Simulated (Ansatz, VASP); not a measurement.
**One calculation of YAl2N3, two programs**

The input INCAR:

```
PREC = Accurate
ENCUT = 520
EDIFF = 1E-7
ISMEAR = 0
SIGMA = 0.1
LREAL = False
LASPH = True
NELM = 150
ALGO = Normal
ISIF = 2
LWAVE = False
LCHARG = False
ISPIN = 2
MAGMOM = 0 0 0 1 1 1
LORBIT = 11
LMAXMIX = 4
GGA = PE
NBANDS = 29
```

KPOINTS

```
regular mesh
0
Gamma
  6 6 2
```

Contents of POSCAR:

```
YAl2N3
1.0
    3.5597500800      0.0000000000      0.0000000000
   -1.7798750400      3.0828340000      0.0000000000
    0.0000000000      0.0000000000      8.9295368600
Y Al N
1 2 3
Direct
    0.0000000000      0.0000000000      0.0000000000
    0.3333333300      0.6666666700      0.5312521600
    0.6666666700      0.3333333300      0.4687478400
    0.5000000000      0.0000000000      0.0000000000
    0.0000000000      0.5000000000      0.0000000000
    0.5000000000      0.5000000000      0.0000000000
```

Input for Ansatz:

```yaml
crystal:
  lattice:
    - [3.55975008, 0.0, 0.0]
    - [-1.77987504, 3.082834, 0.0]
    - [0.0, 0.0, 8.92953686]
  atoms:
    - { symbol: "Y", position: [0.0, 0.0, 0.0] }
    - { symbol: Al, position: [0.33333333, 0.66666667, 0.53125216] }
    - { symbol: Al, position: [0.66666667, 0.33333333, 0.46874784] }
    - { symbol: "N", position: [0.5, 0.0, 0.0], spin: 1.0 }
    - { symbol: "N", position: [0.0, 0.5, 0.0], spin: 1.0 }
    - { symbol: "N", position: [0.5, 0.5, 0.0], spin: 1.0 }
basis:
  ecutwfc: 420
kpoints:
  mp_grid: { grid: [6, 6, 2] }
hamiltonian:
  xc: pbe
scf:
  occupations: { method: gaussian, width: 0.1 }
  lower_state_search: "off"
output:
  forces: true
  stress: true
  eigenvalues: true
  populations: true
magnetization:
  spin_polarized: true
```

Alike in both runs: task single point; functional PBE; k mesh 6 × 6 × 2; occupations gaussian, width 0.1 eV; collinear spin.

|  | VASP | Ansatz |
| --- | --- | --- |
| version | VASP 6.6.1 | Ansatz 0.2.0 |
| potentials or method | VASP PAW PBE potentials, release 64 (Y_sv, Al, N) | scalar-relativistic, plane waves, PAW |
| plane-wave cutoff (eV) | 520 | 420 |
| valence electrons in the cell | 32 | 32 |

|  | VASP | Ansatz | Ansatz less VASP |
| --- | --- | --- | --- |
| gap on the k mesh at the Fermi level (eV) | none | none | - |
| rms of the force components (eV/Å) | 1.277 | 1.275 | -0.0015 |
| net moment per atom (μB) | 0.00 | 0.00 | 0.000 |

Atom by atom the forces differ by 0.001 eV/Å (rms over components). A gap of «none» marks a metal or a gap that the smearing closes. Ansatz warned: «seeded_moment_not_kept».

Caveats: forces of over 1 eV/Å show positions far from the minimum, so gaps and moduli don't describe the material at rest.
